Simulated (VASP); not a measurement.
# KRbMg6 (Amm2) in VASP: reference runs

Aim: a first look at KRbMg6 with PBE, on the cell as given and on a disturbed one.

Program: VASP 6.6.1. These are calculated values, not measurements. Logs are shortened: lines on timing, memory, paths and dates and some standing lists are left out, and cuts for length are marked.

**1. Starting point**

It takes space group Amm2 (No. 38, orthorhombic). The conventional cell has a = 5.207 Å, b = 6.626 Å, c = 15.355 Å, α = 90.00°, β = 90.00°, γ = 90.00°. Rb (site symmetry mm2) is surrounded by 2 K at 3.31 Å and 2 Mg at 3.80 Å. K (site symmetry mm2) has 2 Rb at 3.31 Å and 6 Mg at 3.78 to 3.79 Å as nearest neighbours. Mg (site symmetry mm2) has 8 Mg at 3.12 to 3.31 Å as nearest neighbours. Mg (site symmetry mm2) is surrounded by 8 Mg at 3.19 to 3.31 Å. Around Mg (site symmetry m) lie 6 Mg at 3.12 to 3.35 Å. Around Mg (site symmetry m) lie 8 Mg at 3.12 to 3.32 Å.

The cell comes from a database or a generator and needn't be the stable form of this composition.

**2. Single point, PBE**

Contents of INCAR:

```
  ALGO = Normal
  EDIFF = 1E-7
  ENCUT = 520
  GGA = PE
  ISIF = 2
  ISMEAR = -1
  LASPH = True
  LCHARG = True
  LELF = True
  LREAL = False
  LVHAR = True
  LWAVE = False
  NBANDS = 25
  NELM = 60
  PREC = Accurate
  SIGMA = 0.05
```

Contents of KPOINTS:

```
k-points
0
Gamma
  5 5 5
```

Contents of POSCAR:

```
KRbMg6
1.0
    5.2067210000      0.0000000000      0.0000000000
    0.0000000000      3.3128205000      7.6773755000
    0.0000000000     -3.3128205000      7.6773755000
Rb K Mg
1 1 6
Direct
    0.5000000000      0.6821820000      0.6821820000
    0.5000000000      0.1798260000      0.1798260000
    0.0000000000      0.8623520000      0.8623520000
    0.0000000000      0.3580950000      0.3580950000
    0.0000000000      0.2825630000      0.7879250000
    0.0000000000      0.7879250000      0.2825630000
    0.5000000000      0.1728550000      0.6741990000
    0.5000000000      0.6741990000      0.1728550000
```

Potentials or basis: VASP PAW PBE potentials, release 64 (Rb_sv, K_sv, Mg).

Launch:

```console
> cat potpaw_PBE.64/Rb_sv/POTCAR potpaw_PBE.64/K_sv/POTCAR potpaw_PBE.64/Mg/POTCAR > POTCAR
> mpirun -np 1 vasp_std > vasp.out
```

OUTCAR:

```text
EDIFF = 1E-7
   ENCUT = 520
   GGA = PE
   ISIF = 2
   ISMEAR = -1
   LASPH = True
   LREAL = False
   NELM = 60
   PREC = Accurate

 ion  position               nearest neighbor table
   1  0.500  0.682  0.682-   2 3.31   2 3.31   3 3.80   3 3.80   6 3.83   5 3.83   5 3.83   6 3.83
                             8 4.06   7 4.06   7 4.30   8 4.30
   2  0.500  0.180  0.180-   1 3.31   1 3.31
   3  0.000  0.862  0.862-   5 3.12   6 3.12   7 3.22   8 3.22   7 3.22   8 3.22   4 3.31   4 3.31
                             1 3.80   1 3.80
   4  0.000  0.358  0.358-   5 3.19   6 3.19   7 3.25   8 3.25   7 3.25   8 3.25   3 3.31   3 3.31

   5  0.000  0.283  0.788-   7 3.12   7 3.12   3 3.12   4 3.19   6 3.28   6 3.35   1 3.83   1 3.83

   6  0.000  0.788  0.283-   8 3.12   8 3.12   3 3.12   4 3.19   5 3.28   5 3.35   1 3.83   1 3.83

   7  0.500  0.173  0.674-   5 3.12   5 3.12   3 3.22   3 3.22   4 3.25   4 3.25   8 3.30   8 3.32
                             1 4.06   1 4.30
   8  0.500  0.674  0.173-   6 3.12   6 3.12   3 3.22   3 3.22   4 3.25   4 3.25   7 3.30   7 3.32
                             1 4.06   1 4.30

  LATTYP: Found a base centered orthorhombic cell.
 ALAT       =     6.6256410000
 B/A-ratio  =     2.3174740376
 C/A-ratio  =     0.7858441168

  Lattice vectors:

 A1 = (   0.0000000000,   3.3128205000,  -7.6773755000)
 A2 = (   0.0000000000,   3.3128205000,   7.6773755000)
 A3 = (   5.2067210000,   0.0000000000,   0.0000000000)

Analysis of symmetry for initial positions (statically):
=====================================================================
 Subroutine PRICEL returns:
 Original cell was already a primitive cell.

 Routine SETGRP: Setting up the symmetry group for a
 base centered orthorhombic supercell.

 Subroutine GETGRP returns: Found  4 space group operations
 (whereof  4 operations were pure point group operations)
 out of a pool of  8 trial point group operations.

The static configuration has the point symmetry C_2v.

Analysis of symmetry for dynamics (positions and initial velocities):
=====================================================================
 Subroutine PRICEL returns:
 Original cell was already a primitive cell.

 Routine SETGRP: Setting up the symmetry group for a
 base centered orthorhombic supercell.

 Subroutine GETGRP returns: Found  4 space group operations
 (whereof  4 operations were pure point group operations)
 out of a pool of  8 trial point group operations.

The dynamic configuration has the point symmetry C_2v.

 Subroutine INISYM returns: Found  4 space group operations
 (whereof  4 operations are pure point group operations),
 and found     1 'primitive' translations

----------------------------------------------------------------------------------------

                                     Primitive cell

  volume of cell :     264.8531

  direct lattice vectors                    reciprocal lattice vectors
     5.206721000  0.000000000  0.000000000     0.192059455  0.000000000  0.000000000
     0.000000000  3.312820500  7.677375500     0.000000000  0.150928793  0.065126422
     0.000000000 -3.312820500  7.677375500     0.000000000 -0.150928793  0.065126422

  length of vectors
     5.206721000  8.361631075  8.361631075     0.192059455  0.164380508  0.164380508

  position of ions in fractional coordinates (direct lattice)
     0.500000000  0.682182000  0.682182000
     0.500000000  0.179826000  0.179826000
     0.000000000  0.862352000  0.862352000
     0.000000000  0.358095000  0.358095000
     0.000000000  0.282563000  0.787925000
     0.000000000  0.787925000  0.282563000
     0.500000000  0.172855000  0.674199000
     0.500000000  0.674199000  0.172855000

  ion indices of the primitive-cell ions
   primitive index   ion index
                 1           1
                 2           2
                 3           3
                 4           4
                 5           5
                 6           6
                 7           7
                 8           8

----------------------------------------------------------------------------------------

 KPOINTS: k-points

Automatic generation of k-mesh.
 Grid dimensions read from file:
 generate k-points for:    5    5    5

 Generating k-lattice:

  Cartesian coordinates                     Fractional coordinates (reciprocal lattice)
     0.038411891  0.000000000  0.000000000     0.200000000  0.000000000  0.000000000
     0.000000000  0.030185759  0.013025284     0.000000000  0.200000000  0.000000000
     0.000000000 -0.030185759  0.013025284     0.000000000  0.000000000  0.200000000

  Length of vectors
     0.038411891  0.032876102  0.032876102

  Shift w.r.t. Gamma in fractional coordinates (k-lattice)
     0.000000000  0.000000000  0.000000000

 Subroutine IBZKPT returns following result:
 ===========================================

 Found     27 irreducible k-points:

 Following reciprocal coordinates:
            Coordinates               Weight
  0.000000  0.000000  0.000000      1.000000
  0.200000  0.000000  0.000000      2.000000
  0.400000  0.000000  0.000000      2.000000
  0.000000  0.200000 -0.000000      4.000000
  0.200000  0.200000 -0.000000      8.000000
  0.400000  0.200000 -0.000000      8.000000
[... 16 lines left out ...]
  0.200000  0.400000  0.400000      4.000000
  0.400000  0.400000  0.400000      4.000000
 [... further k-points ...]
   k-points           NKPTS =     27   k-points in BZ     NKDIM =     27   number of bands    NBANDS=     25
   number of dos      NEDOS =    301   number of ions     NIONS =      8
   total plane-waves  NPLWV = 163840
   dimension x,y,z NGX =    40 NGY =   64 NGZ =   64
   dimension x,y,z NGXF=    80 NGYF=  128 NGZF=  128
   ions per type =               1   1   6
   NGX,Y,Z   is equivalent  to a cutoff of  12.77, 12.72, 12.72 a.u.
   NGXF,Y,Z  is equivalent  to a cutoff of  25.54, 25.45, 25.45 a.u.
 SYSTEM =  unknown system
   PREC   = accura    normal or accurate (medium, high low for compatibility)
   ISTART =      0    job   : 0-new  1-cont  2-samecut
   ICHARG =      2    charge: 1-file 2-atom 10-const
   ISPIN  =      1    spin polarized calculation?
   LNONCOLLINEAR =      F non collinear calculations
   LSORBIT =      F    spin-orbit coupling
   LASPH  =      T    aspherical Exc in radial PAW
   ENCUT  =  520.0 eV  38.22 Ry    6.18 a.u.   9.68 15.55 15.55*2*pi/ulx,y,z
   NELM   =     60;   NELMIN=  2; NELMDL= -5     # of ELM steps
   EDIFF  = 0.1E-06   stopping-criterion for ELM
   LREAL  =      F    real-space projection
   EDIFFG = 0.1E-05   stopping-criterion for IOM
   NSW    =      0    number of steps for IOM
   IBRION =     -1    ionic relax: 0-MD 1-quasi-New 2-CG
   NFREE  =      0    steps in history (QN), initial steepest desc. (CG)
   ISIF   =      2    stress and relaxation
   ISYM   =      2    0-nonsym 1-usesym 2-fastsym
   POTIM  = 0.5000    time-step for ionic-motion
   TEBEG  =    0.0;   TEEND  =   0.0 temperature during run
   PSTRESS=    0.0 pullay stress
   NELECT =      30.0000    total number of electrons
   NUPDOWN=      -1.0000    fix difference up-down
   EMIN   =  10.00;   EMAX   =-10.00  energy-range for DOS
   EFERMI =   0.00;   METHOD = LEGACY
   ISMEAR =    -1;   SIGMA  =   0.05  broadening in eV -4-tet -1-fermi 0-gaus
   EFERMI_NEDOS =   21; number of points for ismear=-14 and -15
   IALGO  =     38    algorithm
   IMIX   =      4    mixing-type and parameters
     AMIX     =   0.40;   BMIX     =  1.00
     AMIX_MAG =   1.60;   BMIX_MAG =  1.00
  volume/ion in A,a.u.               =      33.11       223.41
  Fermi-wavevector in a.u.,A,eV,Ry     =   0.792100  1.496853  8.536610  0.627423
  Thomas-Fermi vector in A             =   1.897772
   LORBIT       =      0    0 simple, 1 ext, 2 COOP (PROOUT), +10 PAW based schemes
   GGA     = PE    functional components
   LHFCALC =     F    Hartree Fock is set to
   AEXX    =    0.0000 exact exchange contribution
   IVDW    =     0    specifies the selected vdW correction
   LEPSILON=     F    determine dielectric tensor
   LRPA    =     F    only Hartree local field effects (RPA)
 non-spin polarized calculation
  energy-cutoff  :      520.00
  volume of cell :      264.85
 maximum number of plane-waves:      7179
 NGX is ok and might be reduce to    40
   NGX = 19   NGY = 31   NGZ = 31

 number of electron      30.0000000 magnetization

 Free energy of the ion-electron system (eV)
  ---------------------------------------------------
  ext. energy  EPLUGINS =         0.00000000
  ---------------------------------------------------
  free energy    TOTEN  =        -9.27105291 eV

  energy without entropy =       -9.21724518  energy(sigma->0) =       -9.24414905

 E-fermi :   1.3816     XC(G=0):  -7.5431

 val. band max:        1.3675804634   @ k =   0.4000   0.2000  -0.0000
 cond. band min:       1.3889666850   @ k =   0.4000  -0.4000   0.4000
 fundamental gap:      0.0213862216
 Fermi energy:         1.3816045266

 k-point     1 :       0.0000    0.0000    0.0000
  band No.  band energies     occupation
      1     -30.3742      2.00000
      2     -26.9102      2.00000
      3     -14.1269      2.00000
      4     -13.8133      2.00000
      5     -13.8073      2.00000
      6     -11.1114      2.00000
[... 17 lines left out ...]
     24       4.4330      0.00000
     25       4.5554      0.00000

 k-point     2 :       0.2000    0.0000    0.0000
  band No.  band energies     occupation
      1     -30.3741      2.00000
      2     -26.9099      2.00000
      3     -14.1263      2.00000
      4     -13.8184      2.00000
      5     -13.8067      2.00000
      6     -11.1101      2.00000
[... 17 lines left out ...]
     24       4.8613      0.00000
     25       5.3241      0.00000
[... 586 lines left out ...]
     24       4.5064      0.00000
     25       4.7252      0.00000

 k-point    24 :       0.4000    0.4000    0.4000
  band No.  band energies     occupation
      1     -30.3740      2.00000
      2     -26.9094      2.00000
      3     -14.1253      2.00000
      4     -13.8267      2.00000
      5     -13.8057      2.00000
      6     -11.1080      2.00000
[... 17 lines left out ...]
     24       4.3051      0.00000
     25       4.6515      0.00000

 [... further k-points ...]
[... 5 lines left out ...]
  --------------------------------------------------------------------------------------
  -------------------------------------------------------------------------------------
  Total       -0.8419833      0.5211207      0.2313414      0.0000000      0.0000000      0.0000000
  in kB       -5.0934154      3.1524190      1.3994550      0.0000000      0.0000000      0.0000000
  external PRESSURE =      -0.1805138 kB  Pullay stress =       0.0000000 kB

 VOLUME and BASIS-vectors are now :
 -----------------------------------------------------------------------------
  energy-cutoff  :      520.00
  volume of cell :      264.85
      direct lattice vectors                 reciprocal lattice vectors
     5.206721000  0.000000000  0.000000000     0.192059455  0.000000000  0.000000000
     0.000000000  3.312820500  7.677375500     0.000000000  0.150928793  0.065126422
     0.000000000 -3.312820500  7.677375500     0.000000000 -0.150928793  0.065126422

 POSITION                                       TOTAL-FORCE (eV/Angst)
 -----------------------------------------------------------------------------------
      2.60336      0.00000     10.47473         0.000000     -0.000000      0.041545
      2.60336      0.00000      2.76118         0.000000     -0.000000      0.020612
      0.00000      0.00000     13.24120         0.000000     -0.000000      0.062775
      0.00000      0.00000      5.49846         0.000000     -0.000000      0.091446
      0.00000     -1.67417      8.21854         0.000000      0.032768     -0.097450
      0.00000      1.67417      8.21854         0.000000     -0.032768     -0.097450
      2.60336     -1.66086      6.50315         0.000000      0.023008     -0.010738
      2.60336      1.66086      6.50315         0.000000     -0.023008     -0.010738
 -----------------------------------------------------------------------------------
    total drift:                                0.000000     -0.000000     -0.000333

  FREE ENERGIE OF THE ION-ELECTRON SYSTEM (eV)
  ---------------------------------------------------
  free  energy   TOTEN  =        -9.2710529070 eV

  energy  without entropy=       -9.2172451844  energy(sigma->0) =       -9.24414905
```

It took 3.6 min on 1 thread of AMD EPYC 7R13 (Zen 3), shared host; peak memory 0.49 GiB.

What came out:

| Quantity | Value |
| --- | --- |
| Free energy | -9.2711 eV |
| Pressure | 0.0 GPa |
| Largest force | 0.103 eV/Å |
| Band gap on the k mesh | none (metal or under the smearing width) |

Forces in eV/Å, atoms in the order of the input:
```
Rb   0.000  0.000  0.042
K    0.000  0.000  0.021
Mg   0.000  0.000  0.063
Mg   0.000  0.000  0.091
Mg   0.000  0.033 -0.097
Mg   0.000 -0.033 -0.097
Mg   0.000  0.023 -0.011
Mg   0.000 -0.023 -0.011
```

Levels at points of the mesh, in eV from the Fermi level:
| k point | band 12 | band 13 | band 14 | band 15 | band 16 | band 17 | band 18 | band 19 |
| --- | --- | --- | --- | --- | --- | --- | --- | --- |
| (0.00, 0.00, 0.00) | -1.96 | -1.50 | -0.45 | -0.06 | -0.03 | 0.17 | 1.70 | 2.25 |

**3. Single point, PBE (atoms moved at random, drawn with an rms of 0.05 Å)**

Contents of INCAR:

```
SYSTEM = KRbMg6
PREC = Accurate
ENCUT = 520
EDIFF = 1E-7
ISMEAR = -1
SIGMA = 0.05
LREAL = .False.
LASPH = .True.
NELM = 80
ALGO = Normal
ISIF = 2
LWAVE = .False.
LCHARG = .True.
GGA = PE
LELF = .True.
LVHAR = .True.
NBANDS = 25
```

Contents of KPOINTS:

```
Automatic mesh
0
Gamma
  5 5 5
  0 0 0
```

Contents of POSCAR:

```
KRbMg6
1.0
    5.2067210000      0.0000000000      0.0000000000
    0.0000000000      3.3128205000      7.6773755000
    0.0000000000     -3.3128205000      7.6773755000
Rb K Mg
1 1 6
Direct
    0.4949380000      0.6821330000      0.6854850000
    0.5129390000      0.1770880000      0.1770380000
    0.0052330000      0.8537830000      0.8629120000
   -0.0041670000      0.3641810000      0.3562330000
    0.0064590000      0.2871590000      0.7886550000
   -0.0051370000      0.7766000000      0.2963310000
    0.5063060000      0.1736620000      0.6726000000
    0.5040300000      0.6663130000      0.1815040000
```

Potentials or basis: VASP PAW PBE potentials, release 64 (Rb_sv, K_sv, Mg).

Launch:

```console
> cat potpaw_PBE.64/Rb_sv/POTCAR potpaw_PBE.64/K_sv/POTCAR potpaw_PBE.64/Mg/POTCAR > POTCAR
> mpirun -np 1 vasp_std > vasp.out
```

OUTCAR:

```text
SYSTEM = KRbMg6
   PREC = Accurate
   ENCUT = 520
   EDIFF = 1E-7
   ISMEAR = -1
   LREAL = .False.
   LASPH = .True.
   NELM = 80
   ISIF = 2
   GGA = PE

 ion  position               nearest neighbor table
   1  0.495  0.682  0.685-   2 3.30   2 3.33   3 3.70   5 3.77   3 3.77   6 3.80   6 3.80   5 3.85
                             7 4.04   8 4.06   8 4.31   7 4.33
   2  0.513  0.177  0.177-   1 3.30   1 3.33   5 3.73   6 3.73
   3  0.005  0.854  0.863-   6 3.22   5 3.23   8 3.25   7 3.25   4 3.26   8 3.26   7 3.26   4 3.37
                             1 3.70   1 3.77
   4  0.996  0.364  0.356-   6 3.13   8 3.16   7 3.20   5 3.21   8 3.23   3 3.26   7 3.29   3 3.37

   5  0.006  0.287  0.789-   7 3.14   7 3.14   4 3.21   3 3.23   6 3.25   6 3.37   2 3.73   1 3.77
                             1 3.85
   6  0.995  0.777  0.296-   8 3.09   4 3.13   8 3.16   3 3.22   5 3.25   5 3.37   2 3.73   1 3.80
                             1 3.80
   7  0.506  0.174  0.673-   5 3.14   5 3.14   4 3.20   3 3.25   8 3.26   3 3.26   4 3.29   8 3.37
                             1 4.04   1 4.33
   8  0.504  0.666  0.182-   6 3.09   4 3.16   6 3.16   4 3.23   3 3.25   7 3.26   3 3.26   7 3.37
                             1 4.06   1 4.31

  LATTYP: Found a base centered orthorhombic cell.
[... 200 lines left out ...]
 fundamental gap:      0.0012524079
 Fermi energy:         1.3828883270

 k-point     1 :       0.0000    0.0000    0.0000
  band No.  band energies     occupation
      1     -30.3654      2.00000
      2     -26.8885      2.00000
      3     -14.1153      2.00000
      4     -13.8054      2.00000
      5     -13.7982      2.00000
      6     -11.0919      2.00000
[... 661 lines left out ...]
     24       4.3575      0.00000
     25       4.5052      0.00000

 [... further k-points ...]
[... 5 lines left out ...]
  --------------------------------------------------------------------------------------
  -------------------------------------------------------------------------------------
  Total       -0.8327925      0.4018887      0.1160487     -0.0081348      0.0788959     -0.0067907
  in kB       -5.0378172      2.4311480      0.7020139     -0.0492101      0.4772655     -0.0410791
  external PRESSURE =      -0.6348851 kB  Pullay stress =       0.0000000 kB

 VOLUME and BASIS-vectors are now :
 -----------------------------------------------------------------------------
  energy-cutoff  :      520.00
  volume of cell :      264.85
      direct lattice vectors                 reciprocal lattice vectors
     5.206721000  0.000000000  0.000000000     0.192059455  0.000000000  0.000000000
     0.000000000  3.312820500  7.677375500     0.000000000  0.150928793  0.065126422
     0.000000000 -3.312820500  7.677375500     0.000000000 -0.150928793  0.065126422

 POSITION                                       TOTAL-FORCE (eV/Angst)
 -----------------------------------------------------------------------------------
      2.57700     -0.01110     10.49972         0.021960      0.020905      0.039952
      2.67073      0.00017      2.71876        -0.040892     -0.032786      0.051030
      0.02725     -0.03024     13.17971        -0.032740      0.047312      0.245596
      5.18502      0.02633      5.53089         0.112601     -0.104905     -0.015712
      0.03363     -1.66137      8.25943        -0.011247     -0.072169     -0.200785
      5.17997      1.59104      8.23729         0.092055      0.105621     -0.113997
      2.63619     -1.65289      6.49707        -0.044083     -0.038196      0.001458
      2.62434      1.60609      6.50901        -0.097654      0.074220     -0.007541
 -----------------------------------------------------------------------------------
    total drift:                               -0.000073      0.000046     -0.000365

  FREE ENERGIE OF THE ION-ELECTRON SYSTEM (eV)
  ---------------------------------------------------
  free  energy   TOTEN  =        -9.2404166128 eV

  energy  without entropy=       -9.1864476044  energy(sigma->0) =       -9.21343211
```

Run time: 10 min. Hardware: 1 thread of AMD EPYC 7R13 (Zen 3), shared host; peak memory 0.65 GiB.

What came out:

```yaml
Free_energy: -9.2404 eV
Pressure: -0.1 GPa
Largest_force: 0.252 eV/Å
Band_gap_on_the_k_mesh: none (metal or under the smearing width)
```

Forces in eV/Å, atoms in the order of the input:
```
Rb   0.022  0.021  0.040
K   -0.041 -0.033  0.051
Mg  -0.033  0.047  0.246
Mg   0.113 -0.105 -0.016
Mg  -0.011 -0.072 -0.201
Mg   0.092  0.106 -0.114
Mg  -0.044 -0.038  0.001
Mg  -0.098  0.074 -0.008
```
